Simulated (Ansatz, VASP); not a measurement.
# PIr: VASP beside Ansatz

```
Ir P
1.0
     2.78751    0.00000    0.00000
     0.00000    3.61537    0.00000
     0.00000    0.00000    6.14578
Ir P
2 2
Direct
  0.25000 0.75000 0.45270
  0.75000 0.25000 0.54730
  0.25000 0.25000 0.22130
  0.75000 0.75000 0.77870
```

The cell was built by a generator and needn't be a form met in nature.

Alike in both runs: task single point; functional PBE; k mesh 6 × 5 × 3; occupations gaussian, width 0.01 eV; no spin polarisation.

```csv
,VASP,Ansatz
version,VASP 6.6.1,Ansatz 0.2.0
potentials or method,"VASP PAW PBE potentials, release 64 (Ir, P)",PAW plane waves
plane-wave cutoff (eV),520,420
valence electrons in the cell,28,44
```

```csv
,VASP,Ansatz,Ansatz less VASP
gap on the k mesh at the Fermi level (eV),none,none,-
rms of the force components (eV/Å),2.333,2.323,-0.0103
```

Atom by atom the forces differ by 0.037 eV/Å (rms over components). A gap of «none» marks a metal or a gap that the smearing closes. The two sets of potentials don't hold the same shells in valence.

Caveats: the k mesh is coarse (spacing up to 0.38 Å⁻¹), so the values aren't converged; forces of over 1 eV/Å show positions far from the minimum, so gaps and moduli don't describe the material at rest. Spin-orbit coupling is left out, which matters for the levels of Ir.
